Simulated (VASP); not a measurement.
Output of a VASP run:

### OUTCAR
```
 ion  position               nearest neighbor table
   1  0.000  0.000  0.000-   2 2.19   2 2.19   2 2.19   2 2.19
   2  0.250  0.250  0.250-   1 2.19   1 2.19   1 2.19   1 2.19
  LATTYP: Found a face centered cubic cell.
 ALAT       =     5.0534124876
 Subroutine PRICEL returns:
 Original cell was already a primitive cell.
 Subroutine GETGRP returns: Found 24 space group operations
The static configuration has the point symmetry T_d .
The dynamic configuration has the point symmetry T_d .
 Subroutine INISYM returns: Found 24 space group operations
 Subroutine IBZKPT returns following result:
 Found     35 irreducible k-points:

 Following reciprocal coordinates:
            Coordinates               Weight
  0.000000  0.000000  0.000000      1.000000
  0.111111  0.000000  0.000000      8.000000
  0.222222  0.000000  0.000000      8.000000
  0.333333  0.000000  0.000000      8.000000
  0.444444  0.000000  0.000000      8.000000
  0.111111  0.111111  0.000000      6.000000
  0.222222  0.111111  0.000000     24.000000
  0.333333  0.111111  0.000000     24.000000
  0.444444  0.111111  0.000000     24.000000
 -0.444444  0.111111  0.000000     24.000000
 -0.333333  0.111111  0.000000     24.000000
 -0.222222  0.111111  0.000000     24.000000
 -0.111111  0.111111  0.000000     12.000000
  0.222222  0.222222  0.000000      6.000000
  0.333333  0.222222  0.000000     24.000000
  0.444444  0.222222  0.000000     24.000000
 -0.444444  0.222222  0.000000     24.000000
 -0.333333  0.222222  0.000000     24.000000
 -0.222222  0.222222  0.000000     12.000000
  0.333333  0.333333  0.000000      6.000000
  0.444444  0.333333  0.000000     24.000000
 -0.444444  0.333333  0.000000     24.000000
 -0.333333  0.333333  0.000000     12.000000
  0.444444  0.444444  0.000000      6.000000
 -0.444444  0.444444  0.000000     12.000000
  0.333333  0.222222  0.111111     24.000000
  0.444444  0.222222  0.111111     48.000000
 -0.444444  0.222222  0.111111     48.000000
  0.444444  0.333333  0.111111     24.000000
 -0.444444  0.333333  0.111111     48.000000
 -0.333333  0.333333  0.111111     48.000000
 -0.222222  0.333333  0.111111     24.000000
 -0.444444  0.444444  0.111111     24.000000
 -0.333333  0.444444  0.111111     24.000000
 -0.333333  0.444444  0.222222     24.000000
   k-points           NKPTS =     35   k-points in BZ     NKDIM =     35   number of bands    NBANDS=     13
   number of dos      NEDOS =    301   number of ions     NIONS =      2
   total plane-waves  NPLWV =  21952
   dimension x,y,z NGX =    28 NGY =   28 NGZ =   28
   dimension x,y,z NGXF=    56 NGYF=   56 NGZF=   56
   ions per type =               1   1
   PREC   = accura    normal or accurate (medium, high low for compatibility)
   ISTART =      0    job   : 0-new  1-cont  2-samecut
   ICHARG =      2    charge: 1-file 2-atom 10-const
   ISPIN  =      1    spin polarized calculation?
   LNONCOLLINEAR =      F non collinear calculations
   LSORBIT =      F    spin-orbit coupling
   INIWAV =      1    electr: 0-lowe 1-rand  2-diag
   ENCUT  =  500.0 eV  36.75 Ry    6.06 a.u.   6.51  6.51  6.51*2*pi/ulx,y,z
   NELM   =    100;   NELMIN=  2; NELMDL= -5     # of ELM steps
   EDIFF  = 0.1E-05   stopping-criterion for ELM
   LREAL  =      F    real-space projection
   NLSPLINE    = F    spline interpolate recip. space projectors
   LMAXMIX     =    4 max onsite mixed and CHGCAR
   VOSKOWN=      0    Vosko Wilk Nusair interpolation
   EDIFFG = -.2E-01   stopping-criterion for IOM
   NSW    =     40    number of steps for IOM
   NBLOCK =      1;   KBLOCK =     40    inner block; outer block
   IBRION =      2    ionic relax: 0-MD 1-quasi-New 2-CG
   NFREE  =      1    steps in history (QN), initial steepest desc. (CG)
   ISIF   =      3    stress and relaxation
   ISYM   =      2    0-nonsym 1-usesym 2-fastsym
   TEIN   =    0.0    initial temperature
   TEBEG  =    0.0;   TEEND  =   0.0 temperature during run
...
```

**OSZICAR**
```
       N       E                     dE             d eps       ncg     rms          rms(c)
DAV:   1     0.820910938963E+02    0.82091E+02   -0.92753E+03   942   0.211E+03
DAV:   2    -0.373764107179E+01   -0.85829E+02   -0.82342E+02   985   0.338E+02
DAV:   3    -0.962317998812E+01   -0.58855E+01   -0.58396E+01  1143   0.762E+01
DAV:   4    -0.971764049623E+01   -0.94461E-01   -0.94409E-01  1077   0.101E+01
DAV:   5    -0.971979558047E+01   -0.21551E-02   -0.21550E-02  1182   0.136E+00    0.549E+00
DAV:   6    -0.938477913528E+01    0.33502E+00   -0.49720E-01  1445   0.190E+01    0.354E+00
DAV:   7    -0.931356953074E+01    0.71210E-01   -0.17968E-01  1286   0.421E+00    0.127E+00
DAV:   8    -0.931030425152E+01    0.32653E-02   -0.17973E-02  1070   0.222E+00    0.381E-01
DAV:   9    -0.931036245472E+01   -0.58203E-04   -0.14887E-03  1210   0.684E-01    0.690E-02
DAV:  10    -0.931033749028E+01    0.24964E-04   -0.10289E-04  1270   0.114E-01    0.233E-02
DAV:  11    -0.931035344810E+01   -0.15958E-04   -0.19276E-05  1005   0.575E-02    0.613E-03
DAV:  12    -0.931035338691E+01    0.61191E-07   -0.14257E-06   851   0.225E-02
   1 F= -.32694077E+01 E0= -.32694077E+01  d E =-.326941E+01
```

File OUTCAR:
```
------------------------ aborting loop because EDIFF is reached ----------------------------------------
  FORCE on cell =-STRESS in cart. coord.  units (eV):
  Direction    XX          YY          ZZ          XY          YZ          ZX
  --------------------------------------------------------------------------------------
  Total        6.0405485      6.0405485      6.0405485      0.0000000     -0.0000000      0.0000000
  in kB      299.9802780    299.9802780    299.9802780      0.0000000     -0.0000000      0.0000000
  external PRESSURE =      -0.0197220 kB  Pullay stress =     300.0000000 kB
  volume of cell :       32.26
      direct lattice vectors                 reciprocal lattice vectors
     0.000000000  2.526706244  2.526706244    -0.197886082  0.197886082  0.197886082
     2.526706244  0.000000000  2.526706244     0.197886082 -0.197886082  0.197886082
     2.526706244  2.526706244  0.000000000     0.197886082  0.197886082 -0.197886082
  FREE ENERGIE OF THE ION-ELECTRON SYSTEM (eV)
  ---------------------------------------------------
  free  energy   TOTEN  =        -9.3103533869 eV

  energy  without entropy=       -9.3103533869  energy(sigma->0) =       -9.31035339
  enthalpy is  TOTEN    =        -3.2694077340 eV   P V=        6.0409456529

 reached required accuracy - stopping structural energy minimisation
```
(Selected blocks of OUTCAR.)

File POSCAR:
```
GaP
1
    0.0000000000     2.5267062438     2.5267062438
    2.5267062438     0.0000000000     2.5267062438
    2.5267062438     2.5267062438     0.0000000000
Ga P
1 1
Direct
  0.0000000000   1.0000000000   1.0000000000
  0.2500000000   0.2500000000   0.2500000000
```

Problem. Write an INCAR and KPOINTS that could have produced this output.

Solution. Several could match; the one computed here: the input of the run itself, PBEsol GGA, plane waves, VASP's PBE PAW potentials (set 64).

KPOINTS:
```
Automatic mesh
0
Gamma
9 9 9
0 0 0
```

INCAR:
```
# general
SYSTEM  = GaP
PREC    = Accurate
ENCUT   = 500
LREAL   = .False.
LASPH   = .True.   # aspherical one-centre terms

# electronic loop
EDIFF   = 1E-6   # SCF stop (eV)
NELM    = 100   # most electronic steps
ALGO    = Normal
LMAXMIX = 4

# smearing
ISMEAR  = 0
SIGMA   = 0.05   # width (eV)

# functional
GGA     = PS   # PBEsol

# ions
IBRION  = 2
NSW     = 40   # most ionic steps
ISIF    = 3
EDIFFG  = -0.02   # ionic stop
PSTRESS = 300   # kbar

# output
LWAVE   = .False.
LCHARG  = .False.
```

POTCAR, in this order: Ga_d P (PBE.64 set). Program: vasp_std.

The structure was generated: GaP was put into the zinc blende type (F-43m), which need not be its known phase. It was relaxed first under an external pressure of 30 GPa.
